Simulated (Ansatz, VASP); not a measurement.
# Bi (Bismuth): VASP beside Ansatz

Wanted: the spread between two codes on one cell, functional and k mesh. The cell is taken from a series of runs on this material, whose earlier steps may have relaxed, scaled, displaced or heated it; both programs get it as it stands.

Calculated with Ansatz 0.2.0; plane waves, with VASP 6.6.1 beside it; zone-centre phonons at PBEsol.

### Step 1. Set-up

Symmetry: R-3m, No. 166, trigonal system. Conventional cell: a = 4.507 Å, b = 4.507 Å, c = 11.515 Å, α = 90.00°, β = 90.00°, γ = 120.00°. Bi has 6 Bi at 3.07 to 3.41 Å nearest.

As a file:

```
Bi
1.0
     2.25329    1.30094    3.83834
    -2.25329    1.30094    3.83834
     0.00000   -2.60187    3.83834
Bi
2
Direct
  0.23770 0.23770 0.23770
  0.76230 0.76230 0.76230
```

### Step 2. VASP: zone-centre phonons, PBEsol

Second derivatives magnify differences that forces hide, and they need a tight electronic threshold.

Lines of VASP's logs that name or quote its potential files are left out, and so is its time.

INCAR

```
SYSTEM = Bi
PREC = Accurate
ENCUT = 500
EDIFF = 1E-08
NELM = 120
ISMEAR = 1
SIGMA = 0.2
LREAL = .FALSE.
ALGO = Normal
GGA = PS
NBANDS = 21
LORBIT = 11
LWAVE = .FALSE.
LCHARG = .FALSE.
ISIF = 2
IBRION = 8
LASPH = .TRUE.
GGA_COMPAT = .FALSE.
KPAR = 2
```

POSCAR

```
Bi
1.0
    2.2532856103      1.3009350537      3.8383405676
   -2.2532856103      1.3009350537      3.8383405676
    0.0000000000     -2.6018701074      3.8383405676
Bi
2
Direct
    0.2377024899      0.2377024899      0.2377024899
    0.7622975101      0.7622975101      0.7622975101
```

KPOINTS

```
Automatic mesh
0
Gamma
12 12 12
0 0 0
```

Potentials, in the order of the species: Bi_d (PBE family, release 64).

The run is started by

```bash
mpirun -np 2 vasp_std
```

Numbers of over 12 decimals in the logs are rounded to 6 here.

The log of the run:

```text
[banner, memory and clock lines left out]
running    2 mpi-ranks, on    1 nodes
 distrk:  each k-point on    1 cores,    2 groups
 distr:  one band on    1 cores,    1 groups

 POSCAR found type information on POSCAR Bi
 POSCAR found :  1 types and       2 ions
|                                                                             |
|               ----> ADVICE to this user running VASP <----                  |
|                                                                             |
|     You enforced a specific xc type in the INCAR file but a different       |
|     [... a line on the potential file left out ...]
|     I HOPE YOU KNOW WHAT YOU ARE DOING!                                     |
|                                                                             |

 LDA part: xc-table for (Slater+PW92), standard interpolation
 POSCAR, INCAR and KPOINTS ok, starting setup
 FFT: planning ... GRIDC
 FFT: planning ... GRID_SOFT
 FFT: planning ... GRID
 WAVECAR not read
 entering main loop
       N       E                     dE             d eps       ncg     rms          rms(c)
DAV:   1     0.299250469934E+03    0.29925E+03   -0.16052E+04  7943   0.170E+03
DAV:   2     0.164340988779E+02   -0.28282E+03   -0.27692E+03  7993   0.439E+02
DAV:   3    -0.774539204562E+01   -0.24179E+02   -0.23830E+02  9473   0.145E+02
DAV:   4    -0.857888231517E+01   -0.83349E+00   -0.83298E+00  9535   0.295E+01
DAV:   5    -0.861726515023E+01   -0.38383E-01   -0.38382E-01 11267   0.566E+00    0.105E+00
DAV:   6    -0.860596725870E+01    0.11298E-01   -0.21079E-02 10323   0.169E+00    0.608E-01
DAV:   7    -0.860152711151E+01    0.44401E-02   -0.12819E-02 10361   0.137E+00    0.119E-01
DAV:   8    -0.860147471101E+01    0.52400E-04   -0.13682E-03  9159   0.468E-01    0.159E-02
DAV:   9    -0.860148035120E+01   -0.56402E-05   -0.58184E-05 12087   0.689E-02    0.702E-03
DAV:  10    -0.860147985971E+01    0.49149E-06   -0.21362E-06  9479   0.105E-02    0.163E-03
DAV:  11    -0.860147997194E+01   -0.11224E-06   -0.25948E-07 10607   0.362E-03    0.645E-04
DAV:  12    -0.860147994543E+01    0.26513E-07   -0.37459E-08  7500   0.208E-03    0.197E-04
DAV:  13    -0.860147998943E+01   -0.44002E-07   -0.59074E-09  5359   0.892E-04    0.485E-05
DAV:  14    -0.860147999207E+01   -0.26416E-08   -0.11865E-09  5029   0.410E-04
   1 F= -.86014800E+01 E0= -.86020487E+01  d E =0.170626E-02
 Linear response reoptimize wavefunctions to high precision
DAV:   1    -0.860147999555E+01   -0.34770E-08   -0.58721E-10  5234   0.318E-04
DAV:   2    -0.860147999560E+01   -0.45929E-10   -0.19446E-10  4819   0.146E-04
 Linear response DOF=           2
 Linear response progress:
  Degree of freedom:   1/  2
       N       E                     dE             d eps       ncg     rms          rms(c)
RMM:   1    -0.328694668809E+00   -0.32869E+00    0.22702E-01 48340   0.841E+00
RMM:   2    -0.337317797219E+00   -0.86231E-02   -0.20246E-02 62335   0.118E+00    0.444E-02
RMM:   3    -0.337541405622E+00   -0.22361E-03   -0.16932E-03 66835   0.332E-01    0.255E-02
RMM:   4    -0.337434852174E+00    0.10655E-03   -0.13656E-04 68800   0.103E-01    0.595E-03
RMM:   5    -0.337441434714E+00   -0.65825E-05   -0.18316E-05 65091   0.334E-02    0.235E-03
RMM:   6    -0.337446418554E+00   -0.49838E-05   -0.44392E-06 67901   0.147E-02    0.983E-04
RMM:   7    -0.337444615406E+00    0.18031E-05   -0.17095E-06 67803   0.481E-03    0.325E-04
RMM:   8    -0.337440125254E+00    0.44902E-05    0.26396E-07 68733   0.173E-03    0.106E-04
RMM:   9    -0.337438201725E+00    0.19235E-05    0.69849E-07 70224   0.721E-04    0.260E-05
RMM:  10    -0.337438253609E+00   -0.51884E-07    0.10806E-07 72269   0.334E-04    0.185E-05
RMM:  11    -0.337438027490E+00    0.22612E-06    0.20627E-07 70587   0.187E-04    0.979E-06
RMM:  12    -0.337437651536E+00    0.37595E-06    0.10462E-07 69552   0.111E-04    0.450E-06
RMM:  13    -0.337437764300E+00   -0.11276E-06    0.34165E-08 71574   0.699E-05    0.315E-06
RMM:  14    -0.337437680912E+00    0.83387E-07    0.21891E-08 70041   0.516E-05    0.892E-07
RMM:  15    -0.337437656416E+00    0.24496E-07    0.28724E-09 73583   0.431E-05    0.300E-07
RMM:  16    -0.337437657075E+00   -0.65928E-09    0.79858E-10 55129   0.387E-05    0.349E-07
 first order change of Fermi-energy  -0.14099E-04
 force on displaced ion       1 direction 1 :  -1.561   0.000   0.000
 Linear response progress:
  Degree of freedom:   2/  2
       N       E                     dE             d eps       ncg     rms          rms(c)
RMM:   1    -0.329375780197E+00   -0.32938E+00    0.25018E-01 10518   0.850E+00
RMM:   2    -0.337899984603E+00   -0.85242E-02   -0.19452E-02 13593   0.117E+00    0.398E-02
RMM:   3    -0.338022167650E+00   -0.12218E-03   -0.15825E-03 14575   0.322E-01    0.224E-02
RMM:   4    -0.337837028310E+00    0.18514E-03   -0.13601E-04 14816   0.104E-01    0.556E-03
RMM:   5    -0.337846550603E+00   -0.95223E-05   -0.16847E-05 14963   0.317E-02    0.318E-03
RMM:   6    -0.337859138129E+00   -0.12588E-04   -0.29512E-06 14001   0.142E-02    0.809E-04
RMM:   7    -0.337860061057E+00   -0.92293E-06   -0.38463E-07 14732   0.469E-03    0.546E-04
RMM:   8    -0.337857643972E+00    0.24171E-05   -0.37534E-08 13010   0.172E-03    0.895E-05
RMM:   9    -0.337857089669E+00    0.55430E-06   -0.12537E-08 15408   0.797E-04    0.490E-05
RMM:  10    -0.337856887070E+00    0.20260E-06    0.26754E-08 14945   0.297E-04    0.310E-05
RMM:  11    -0.337856717604E+00    0.16947E-06   -0.78577E-09 14654   0.164E-04    0.769E-06
RMM:  12    -0.337856747068E+00   -0.29464E-07   -0.21106E-08 15559   0.939E-05    0.241E-06
RMM:  13    -0.337856749440E+00   -0.23720E-08   -0.44838E-09 15502   0.623E-05    0.998E-07
 first order change of Fermi-energy   0.30737E+00
 force on displaced ion       1 direction 3 :   0.000   0.000  -3.754
 Linear response finished
```

Parts of OUTCAR (step 2):

```text
ion  position               nearest neighbor table
   1  0.238  0.238  0.238-   2 3.07   2 3.07   2 3.07   2 3.41   2 3.41   2 3.41
   2  0.762  0.762  0.762-   1 3.07   1 3.07   1 3.07   1 3.41   1 3.41   1 3.41

  LATTYP: Found a trigonal (rhomboedric) cell.
 ALAT       =     4.6370881346
 COS(alpha) =     0.5277502013

 Subroutine GETGRP returns: Found 12 space group operations
 (whereof 12 operations were pure point group operations)

The static configuration has the point symmetry D_3d.

 Found    189 irreducible k-points:

   k-points           NKPTS =    189   k-points in BZ     NKDIM =    189   number of bands    NBANDS=     21

   dimension x,y,z NGX =    36 NGY =   36 NGZ =   36
   dimension x,y,z NGXF=    72 NGYF=   72 NGZF=   72

   ENCUT  =  500.0 eV  36.75 Ry    6.06 a.u.   8.45  8.45  8.45*2*pi/ulx,y,z

   NELECT =      30.0000    total number of electrons

 k-points in reciprocal lattice and weights: Automatic mesh
   0.00000000  0.00000000  0.00000000       0.001
   0.08333333 -0.00000000 -0.00000000       0.003
   0.16666667 -0.00000000 -0.00000000       0.003
   0.25000000  0.00000000 -0.00000000       0.003
   0.33333333  0.00000000 -0.00000000       0.003
   0.41666667  0.00000000 -0.00000000       0.003
   0.50000000  0.00000000 -0.00000000       0.002
   0.08333333  0.08333333 -0.00000000       0.003
   0.16666667  0.08333333 -0.00000000       0.007
[...]
-0.41666667  0.50000000  0.41666667       0.003
   0.50000000  0.50000000  0.50000000       0.001

 average (electrostatic) potential at core
       1-103.9175       2-103.9175

  Total        0.3162556      0.3162556      0.3146359      0.0000000     -0.0000000      0.0000000
  in kB        7.5055436      7.5055436      7.4671056      0.0000000     -0.0000000      0.0000000
  external PRESSURE =       7.4927309 kB  Pullay stress =       0.0000000 kB

  energy-cutoff  :      500.00
  volume of cell :       67.51
      direct lattice vectors                 reciprocal lattice vectors
     2.253285610  1.300935054  3.838340568     0.221898191  0.128112980  0.086843084
    -2.253285610  1.300935054  3.838340568    -0.221898191  0.128112980  0.086843084
     0.000000000 -2.601870107  3.838340568     0.000000000 -0.256225960  0.086843084

 POSITION                                       TOTAL-FORCE (eV/Angst)
 -----------------------------------------------------------------------------------
      0.00000      0.00000      2.73715         0.000000      0.000000      0.002361
      0.00000      0.00000      8.77787         0.000000     -0.000000     -0.002361
 -----------------------------------------------------------------------------------
    total drift:                                0.000000      0.000000      0.000000

 Eigenvectors and eigenvalues of the dynamical matrix
 ----------------------------------------------------

   1 f  =    2.963143 THz    18.617978 2PiTHz   98.839821 cm-1    12.254570 meV
             X         Y         Z           dx          dy          dz
      0.000000  0.000000  2.737149     0.000000    0.000000    0.707107
      0.000000  0.000000  8.777872    -0.000000    0.000000   -0.707107

   2 f  =    1.910873 THz    12.006368 2PiTHz   63.739855 cm-1     7.902731 meV
             X         Y         Z           dx          dy          dz
      0.000000  0.000000  2.737149    -0.000002    0.707107    0.000000
      0.000000  0.000000  8.777872     0.000002   -0.707107   -0.000000

   3 f  =    1.910873 THz    12.006368 2PiTHz   63.739855 cm-1     7.902731 meV
             X         Y         Z           dx          dy          dz
      0.000000  0.000000  2.737149     0.707107    0.000002   -0.000000
      0.000000  0.000000  8.777872    -0.707107   -0.000002   -0.000000

   4 f  =    0.000000 THz     0.000000 2PiTHz    0.000001 cm-1     0.000000 meV
             X         Y         Z           dx          dy          dz
      0.000000  0.000000  2.737149    -0.004806   -0.104197   -0.699371
      0.000000  0.000000  8.777872    -0.004806   -0.104197   -0.699371

   5 f  =    0.000000 THz     0.000000 2PiTHz    0.000000 cm-1     0.000000 meV
             X         Y         Z           dx          dy          dz
      0.000000  0.000000  2.737149     0.669694    0.223765   -0.037940
      0.000000  0.000000  8.777872     0.669694    0.223765   -0.037940

   6 f/i=    0.000000 THz     0.000000 2PiTHz    0.000001 cm-1     0.000000 meV
             X         Y         Z           dx          dy          dz
      0.000000  0.000000  2.737149    -0.226908    0.662625   -0.097163
      0.000000  0.000000  8.777872    -0.226908    0.662625   -0.097163

 ELASTIC MODULI CONTR FROM IONIC RELAXATION (kBar)
 Direction    XX          YY          ZZ          XY          YZ          ZX
 --------------------------------------------------------------------------------
 XX        -150.5425     44.8757    -96.5388      0.0000    199.7898     -0.0000
 YY          44.8757   -150.5425    -96.5388     -0.0000   -199.7898      0.0000
 ZZ         -96.5388    -96.5388   -176.3985     -0.0000      0.0000      0.0000
 XY           0.0000     -0.0000     -0.0000    -97.7091     -0.0000    197.4437
 YZ         199.7898   -199.7898      0.0000     -0.0000   -408.5182      0.0000
 ZX          -0.0000      0.0000      0.0000    197.4437      0.0000   -398.9802
 --------------------------------------------------------------------------------
```

### Step 3. Ansatz: zone-centre phonons, PBEsol

Ansatz runs on its PAW soft_1 files.

The same cell, functional, mesh and smearing now go to Ansatz, which takes its cutoff from its data sets.

input.yaml

```yaml
crystal:
  lattice:
    - [2.2532856103, 1.3009350537, 3.8383405676]
    - [-2.2532856103, 1.3009350537, 3.8383405676]
    - [0.0, -2.6018701074, 3.8383405676]
  atoms:
    - { symbol: Bi, position: [0.2377024899, 0.2377024899, 0.2377024899] }
    - { symbol: Bi, position: [0.7622975101, 0.7622975101, 0.7622975101] }
kpoints:
  mp_grid: { grid: [12, 12, 12] }
hamiltonian:
  xc: pbesol
  pseudopotentials: { kind: paw, azcp: { folder: soft_1 }, xc_functional: pbe }
scf:
  occupations: { method: methfessel_paxton, width: 0.2 }
output:
  eigenvalues: true
phonons:
  method: dfpt
```

The run is started by

```bash
ansatz run input.yaml --threads 4 --pin off --max-ram 10240MiB --backend cpu --events-out ev --progress --plain --runs-dir out
```

The log of the run:

```text
Engine: ansatz 0.2.0, x86_64-unknown-linux-gnu
Pseudopotentials: kind: paw
Pseudopotential: Bi, paw, valence charge 15, recommended cutoff 420 eV (normal), soft_1/Bi.paw.azcp
Functional definition: PBEsol
  exchange = pbesol_x
  correlation = pbesol_c
Crystal: 2 atoms, lattice volume = 67.510 Å³
Basis set: ecut = 420 eV, 1321 PW (Γ), exchange–correlation on 64×64×64 points (8 copies of the dense FFT grid, shifted against one another)
Bands: 19, of which v1, the nominal top of the filled ones, is band 15 counted from 1 (14 counted from 0)
Symmetry: 12 space group operations
k-points: 476 of 1728 (irreducible under 2 space group operations, time reversal used)
Non-local potential: Bi, projectors of the file, l = 0: 2, l = 1: 2, l = 2: 2, l = 3: 1
PAW form: soft (Blöchl's): semilocal exchange-correlation on the pseudo side does not see the compensation charge
PAW frozen core: Bi, regenerated for the run's functional, and the local potential with it (the file was generated under x = pbe(κ = 0.804, μ = 0.219515), c = pbe(β = 0.066725))
PAW one-centre angular grid: Bi, 590 points (default); XC on 64 Gauss nodes
Initial density: superposition of atomic densities (chi_scale 0.1, normalization cell)
Initial wavefunctions: pseudopotential atomic-orbital guess
Functional: x = pbesol(κ = 0.804, μ = 0.123457), c = pbesol(β = 0.046)
SCF iter   1: F=—  HF=-24488.940687 eV  |F-HF|=—  |Δ(HF+E_count)|=         —  Δρ=1.11e-2  dr2=7.07e-2  ethr=3.10e-3  ⟨swp⟩=5.4  Hψ=43572  notcnv=0
preconditioner: auto → Kerker (q_TF=auto, 2.383 Å⁻¹)  [metal: Δε(μ)=0.075 eV  Ē_g=20.282 eV  σ=0.200 eV  W_gap=0.30  n_scr=14 (ndim 8)  ℏωp=24.8 eV  f_vac=0.000  D(μ)=0.21/eV (n_scr^D=0)]
SCF iter   2: F=—  HF=-24488.931786 eV  |F-HF|=—  |Δ(HF+E_count)|=   8.90e-3  S|Δr|=    0.00e0  Δρ=7.17e-3  dr2=3.04e-2  ethr=2.36e-4  ⟨swp⟩=1.0  Hψ=12852  notcnv=0
SCF iter   3: F=—  HF=-24488.928042 eV  |F-HF|=—  |Δ(HF+E_count)|=   3.74e-3  S|Δr|=    0.00e0  Δρ=8.56e-4  dr2=7.20e-4  ethr=1.01e-4  ⟨swp⟩=2.0  Hψ=16188  notcnv=0
SCF iter   4: F=—  HF=-24488.928004 eV  |F-HF|=—  |Δ(HF+E_count)|=   3.84e-5  S|Δr|=    0.00e0  Δρ=3.47e-4  dr2=9.91e-5  ethr=2.40e-6  ⟨swp⟩=2.0  Hψ=16190  notcnv=0
SCF iter   5: F=—  HF=-24488.927996 eV  |F-HF|=—  |Δ(HF+E_count)|=   7.94e-6  S|Δr|=    0.00e0  Δρ=1.41e-4  dr2=2.24e-5  ethr=3.30e-7  ⟨swp⟩=2.0  Hψ=15195  notcnv=0
SCF iter   6: F=—  HF=-24488.927995 eV  |F-HF|=—  |Δ(HF+E_count)|=   7.50e-7  S|Δr|=    0.00e0  Δρ=2.92e-5  dr2=9.54e-7  ethr=7.46e-8  ⟨swp⟩=3.0  Hψ=16212  notcnv=0
SCF iter   7: F=—  HF=-24488.927997 eV  |F-HF|=—  |Δ(HF+E_count)|=   1.78e-6  S|Δr|=    0.00e0  Δρ=5.39e-6  dr2=3.89e-8  ethr=3.18e-9  ⟨swp⟩=3.0  Hψ=16273  notcnv=0
SCF iter   8: F=—  HF=-24488.927997 eV  |F-HF|=—  |Δ(HF+E_count)|=   2.75e-9  S|Δr|=    0.00e0  Δρ=1.17e-6  dr2=1.53e-9  ethr=1.30e-10  ⟨swp⟩=2.1  Hψ=12068  notcnv=0
SCF iter   9: F=—  HF=-24488.927997 eV  |F-HF|=—  |Δ(HF+E_count)|=  1.06e-10  S|Δr|=    0.00e0  Δρ=1.99e-7  dr2=2.90e-11  ethr=5.09e-12  ⟨swp⟩=3.0  Hψ=16711  notcnv=0
SCF iter  10: F=-24488.927997 eV  HF=-24488.927997 eV  |F-HF|=3.64e-12  |Δ(HF+E_count)|=  1.09e-11  S|Δr|=    0.00e0  Δρ=5.42e-8  dr2=3.75e-12  ethr=1.00e-12  ⟨swp⟩=5.1  Hψ=34959  notcnv=0
SCF 1 converged in 10 iterations: F = -24488.927997 eV  dr2 = 3.75e-12
  greatest PAW one-centre occupation: 0.988 electrons in one spin orbital (limit 2), on the Bi atom at site 1 (counted from 0), in its partial waves of l = 2
DFPT response loops at Γ: preconditioner auto → Kerker (q_TF=auto, 2.383 Å⁻¹) (partly filled bands, converged f_vac=0.000); β = 1.00, the filter's whole step (`scf.mixing.beta` (0.50) is not read by the response loops under this deck's `scf.mixing.preconditioner`; to damp them name `kerker` or `kerker_dos`, under which they read `scf.mixing.beta`, and type it under 1.00, their step now; both keys bind the ground state too); Broyden in place of MSR1
SCF converged after 10 iterations
Stability not checked: this state was not tested for a lower state beside it, because cold or Methfessel-Paxton smearing, or corrected tetrahedra, fill the levels in a way that the test cannot read (fill_not_monotonic; see scf.lower_state_search)
Free energy (F): -24488.927997 eV
Harris-Foulkes:  -24488.927997 eV  (|F-HF|=3.64e-12)
Internal energy: -24488.929695 eV  (E = F + TS)
E sigma→0 (E₀):  -24488.928421 eV
Entropy (-TS):   0.001699 eV (0.849 meV/atom)
Fermi energy:    10.192257 eV
--- Per-component energies (eV) ---
  E_band       = -203.957054
  E_kinetic    = 509.336971
  E_local      = -2645.897772  (includes V_loc(G=0)·N_el)
  E_nonlocal   = 820.679501
  E_hartree    = 982.885129
  E_xc         = -300.880709
  E_vxc        = -261.998787  (∫ρ·V_xc dr)
  E_paw        = -21019.253396  (= ΣΔE_a)
  E_vpaw       = -591.847643  (= ΣTr[D̂ρ^β])
  E_aug_tail   = 0.000407  (compensation charges beyond the density's cutoff)
  E_ewald      = -2835.979414
  E_core_change = 0.179589  (= ΣΔE_core)
  E_smearing   = 0.001699  (= −TS)
  E_closure    = -0.000000  (closes the sum)
  Σ components = -24488.927997   (vs F -24488.927997, Δ=0.00e0)
--- Band table (eV; the first three rows and the last of 476) ---
  k-point 0: bands = [... 11 lower, 2.8547, 8.6662, 8.9032, 8.9032, 13.0184, 13.2951, 13.2951, 15.6611]
  k-point 1: bands = [... 11 lower, 2.6804, 8.7008, 8.9085, 8.9284, 12.8366, 12.9498, 13.0898, 15.3515]
  k-point 2: bands = [... 11 lower, 2.2053, 8.7714, 8.9301, 9.0120, 12.1349, 12.4777, 12.5878, 15.1294]
  k-point 475: bands = [... 11 lower, -0.0731, 9.3672, 9.6572, 9.6572, 10.6416, 10.6416, 10.7037, 17.5453]
--- Phonons (Γ-DFPT): 2 representative perturbations + reference, on 476 of 1728 k-points (Σ response iterations 6) ---
  k mesh reduced under 2 symmetry operations, with k and −k counted as one. Each operation leaves every solved perturbation unchanged. A smaller set is not used because it would not reduce the number of displacements times k-points to solve
  ASR residual: 1.880e-5 → 0.000e0 eV/Å²; symmetrization residual: 5.109e-6 eV/Å²
  ASR residual per site (eV/Å²): 1.88e-5 1.88e-5
  Γ frequencies (cm⁻¹): 0.00 0.00 0.00 63.60 63.60 98.70
  non-analytic LO–TO correction: not included (Born effective charges unavailable; polar crystals: no LO–TO splitting at Γ)
```

### Step 4. Comparison

Known differences besides the potentials themselves: the cutoff is 420 eV in Ansatz and 500 eV in VASP; Ansatz makes its cores anew for this functional, VASP keeps those of its PBE data sets. Total energies have different zeros and are not compared.

Both answers:

```tsv
quantity	Ansatz	VASP	difference
optical mode 1 to 2 (cm⁻¹)	63.6	63.7	-0.22 %
optical mode 3 (cm⁻¹)	98.7	98.8	-0.14 %
```

Modes are paired by rising frequency, not by their patterns, so a pair may set unlike modes beside each other; they are those without the splitting of longitudinal modes.

### Step 5. What came out

```yaml
r_m_s_difference_of_the_optical_zone_centre_modes_each_program_s_sorted_by_frequency_zone_centre_phonons_pbesol: 0.14 cm⁻¹
```

**Reading.** The r.m.s. difference of the optical zone-centre modes, each program's sorted by frequency is 0.14 cm⁻¹ (zone-centre phonons, PBEsol). How closely two codes agree says nothing of how well the functional describes the real material.

[Lines on the potential files, build, host, timing and source positions are cut from VASP's logs without a mark.]

[Logs are printed without paths, hosts, clocks, repeated set-up lines and the standing remarks that a program may print on its own settings, such as how far it seeks lower states.]

[Hosts, paths, dates, database ids (printed as entryN), source tags and the programs' standing remarks are cut or masked in the printed files.]
